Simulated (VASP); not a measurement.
Method: PBEsol GGA, VASP's PBE PAW potentials (set 64) (plane waves; VASP).

VASP input:

### INCAR
```
SYSTEM = PdIn
PREC = Accurate
ENCUT = 400
EDIFF = 1E-6
NELM = 100
ALGO = Normal
LREAL = .FALSE.
LASPH = .TRUE.
ISMEAR = 1
SIGMA = 0.1
GGA = PS
LMAXMIX = 4
LWAVE = .FALSE.
LCHARG = .FALSE.
ISIF = 2
```

File POSCAR:
```
PdIn
1
    3.2794300000     0.0000000000     0.0000000000
    0.0000000000     3.2865290000     0.0000000000
    0.0000000000     0.0000000000     3.1834760000
In Pd
1 1
Direct
  0.5000000000   0.5000000000   0.5000000000
  0.0262660000   0.0000000000   0.0000000000
```

KPOINTS:
```
Automatic mesh
0
Gamma
10 10 10
0 0 0
```

POTCAR, in this order: In_d Pd (PBE.64 set). Program: vasp_std.

**Question.** What will the output report for the number of irreducible k-points (NKPTS), number of bands (NBANDS), largest plane-wave count, number of space-group operations, FFT grid (NGX, NGY, NGZ)?

**Answer.** 
| Quantity | Result |
|---|---|
| number of irreducible k-points (NKPTS) | 216 |
| number of bands (NBANDS) | 15 |
| largest plane-wave count | 642 |
| number of space-group operations | 4 |
| FFT grid (NGX, NGY, NGZ) | 24 × 24 × 24 |

The compound is PdIn in the CsCl type structure. The cell was not relaxed at this level, atoms are displaced from their ideal sites. The run is one of a series of settings (GGA = PS against the base run), some of them coarse on purpose. The electron count is odd and the run is not spin-polarised, which forces a metal.
